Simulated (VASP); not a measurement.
All values below come from LDA (Ceperley-Alder, Perdew-Zunger), VASP's LDA PAW potentials (set 64) (plane waves; VASP).

A VASP calculation is set up with these files.

### KPOINTS
```
Automatic mesh
0
Gamma
7 7 7
0 0 0
```

File POSCAR:
```
ZnSe
1.0
  0.0000000000   2.7862321164   2.7862321164
  2.7862321164   0.0000000000   2.7862321164
  2.7862321164   2.7862321164   0.0000000000
Zn Se
1 1
direct
  0.0000000000   0.0000000000   0.0000000000
  0.2500000000   0.2500000000   0.2500000000
```

### INCAR
```
NSW=30   ! most ionic steps
ISIF=2
LASPH=.TRUE.   ! aspherical one-centre terms
NELM=100
EDIFFG=-0.001   ! ionic stop
ISMEAR=0   ! Gaussian
LMAXMIX=4   ! l cut-off of mixed one-centre charges
LCHARG=.FALSE.
PREC=Accurate
IBRION=1   ! quasi-Newton
EDIFF=1E-8   ! SCF stop (eV)
ENCUT=400
SYSTEM=ZnSe
LWAVE=.FALSE.
ALGO=Normal   ! blocked Davidson
SIGMA=0.05
LREAL=.FALSE.
```

POTCAR, in this order: Zn Se (LDA.64 set). Program: vasp_std.

Output

OUTCAR:
```
 ion  position               nearest neighbor table
   1  0.000  0.000  0.000-   2 2.41   2 2.41   2 2.41   2 2.41
   2  0.250  0.250  0.250-   1 2.41   1 2.41   1 2.41   1 2.41
  LATTYP: Found a face centered cubic cell.
 ALAT       =     5.5724642328
 Subroutine PRICEL returns:
 Original cell was already a primitive cell.
 Subroutine GETGRP returns: Found 24 space group operations
The static configuration has the point symmetry T_d .
The dynamic configuration has the point symmetry T_d .
 Subroutine INISYM returns: Found 24 space group operations
 Subroutine IBZKPT returns following result:
 Found     20 irreducible k-points:

 Following reciprocal coordinates:
            Coordinates               Weight
  0.000000  0.000000  0.000000      1.000000
  0.142857  0.000000  0.000000      8.000000
  0.285714  0.000000  0.000000      8.000000
  0.428571  0.000000  0.000000      8.000000
  0.142857  0.142857  0.000000      6.000000
  0.285714  0.142857  0.000000     24.000000
  0.428571  0.142857  0.000000     24.000000
 -0.428571  0.142857  0.000000     24.000000
 -0.285714  0.142857  0.000000     24.000000
...
```

**OSZICAR**
```
       N       E                     dE             d eps       ncg     rms          rms(c)
DAV:   1     0.757441492667E+02    0.75744E+02   -0.78137E+03   528   0.134E+03
DAV:   2    -0.302024281598E+01   -0.78764E+02   -0.75898E+02   565   0.250E+02
DAV:   3    -0.764154638528E+01   -0.46213E+01   -0.46045E+01   625   0.638E+01
DAV:   4    -0.768143078137E+01   -0.39884E-01   -0.39879E-01   580   0.638E+00
DAV:   5    -0.768165387827E+01   -0.22310E-03   -0.22309E-03   635   0.447E-01    0.551E+00
DAV:   6    -0.739962781362E+01    0.28203E+00   -0.72557E-01   717   0.313E+01    0.411E+00
DAV:   7    -0.737419263831E+01    0.25435E-01   -0.20587E-01   550   0.485E+00    0.167E+00
DAV:   8    -0.737003937746E+01    0.41533E-02   -0.33722E-03   763   0.770E-01    0.454E-01
DAV:   9    -0.736943773931E+01    0.60164E-03   -0.95820E-04   595   0.322E-01    0.618E-02
DAV:  10    -0.736945182427E+01   -0.14085E-04   -0.97614E-05   593   0.113E-01    0.190E-02
DAV:  11    -0.736944923402E+01    0.25902E-05   -0.88896E-06   762   0.567E-02    0.437E-03
DAV:  12    -0.736944922597E+01    0.80506E-08   -0.22585E-06   575   0.116E-02    0.172E-03
DAV:  13    -0.736944922763E+01   -0.16526E-08   -0.10801E-07   570   0.435E-03    0.531E-04
DAV:  14    -0.736944922699E+01    0.63255E-09   -0.86944E-09   335   0.756E-04
   1 F= -.73694492E+01 E0= -.73694492E+01  d E =-.736945E+01
```

File OUTCAR:
```
------------------------ aborting loop because EDIFF is reached ----------------------------------------
  FORCE on cell =-STRESS in cart. coord.  units (eV):
  Direction    XX          YY          ZZ          XY          YZ          ZX
  --------------------------------------------------------------------------------------
  Total       -0.0173775     -0.0173775     -0.0173775      0.0000000      0.0000000     -0.0000000
  in kB       -0.6436014     -0.6436014     -0.6436014      0.0000000      0.0000000     -0.0000000
  external PRESSURE =      -0.6436014 kB  Pullay stress =       0.0000000 kB
  volume of cell :       43.26
      direct lattice vectors                 reciprocal lattice vectors
     0.000000000  2.786232116  2.786232116    -0.179453821  0.179453821  0.179453821
     2.786232116  0.000000000  2.786232116     0.179453821 -0.179453821  0.179453821
     2.786232116  2.786232116  0.000000000     0.179453821  0.179453821 -0.179453821
  FREE ENERGIE OF THE ION-ELECTRON SYSTEM (eV)
  ---------------------------------------------------
  free  energy   TOTEN  =        -7.3694492270 eV

  energy  without entropy=       -7.3694492270  energy(sigma->0) =       -7.36944923

 reached required accuracy - stopping structural energy minimisation
```
(Selected blocks of OUTCAR.)

The compound is ZnSe in the zinc blende structure. It was relaxed first, which changed the volume by -5 %. The start is the result of an earlier pass.
